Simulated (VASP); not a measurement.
The input files of a VASP run:

**INCAR**
```
! general
SYSTEM =CuI
PREC   =Accurate
ENCUT  =480
LREAL  =.FALSE.
LASPH  =.TRUE.

! electronic loop
EDIFF  =1E-7
NELM   =100
ALGO   =Normal
LMAXMIX=4

! smearing
ISMEAR =0
SIGMA  =0.05

! functional
GGA    =PS

! ions
ISIF   =2

! output
LWAVE  =.FALSE.
LCHARG =.FALSE.
```

File KPOINTS:
```
Regular mesh
0
Gamma
  8 8 8
```

File POSCAR:
```
CuI
4.1981050
  0.0000000000   0.7071068447   0.7071068447
  0.7071068447   0.0000000000   0.7071068447
  0.7071068447   0.7071068447   0.0000000000
Cu I
1 1
Cartesian
  0.0000000000   0.0000000000   0.0000000000
  0.3416432868   0.3535534224   0.3535534224
```

POTCAR, in this order: Cu I (PBE.64 set). Program: vasp_std.

Q: Write an equivalent input for Ansatz.

A: One equivalent input (not run):
Ansatz 0.2 input:
```yaml
crystal:
  lattice:
    - [0.0000000, 2.9685088, 2.9685088]
    - [2.9685088, 0.0000000, 2.9685088]
    - [2.9685088, 2.9685088, 0.0000000]
  atoms:
    - { symbol: Cu, position: [0.0000000, 0.0000000, 0.0000000] }
    - { symbol: I, position: [0.2584217, 0.2415783, 0.2415783] }
kpoints:
  mp_grid: { grid: [8, 8, 8] }
hamiltonian:
  xc: pbesol
  pseudopotentials: { kind: paw }
scf:
  occupations: { method: gaussian, width: 0.05 }
  max_iter: 100
output: { forces: true, stress: true, eigenvalues: true }
```
The two are equivalent in intent, not identical: each code has its own PAW files, so the cut-off isn't converted (ENCUT is set for VASP's; basis.ecutwfc is left out, and Ansatz then takes the one that its files recommend); Ansatz stops its SCF on the density residual and VASP on the energy change (EDIFF).

The compound is CuI in the zinc blende structure. This cell was strained or had an atom moved on purpose.
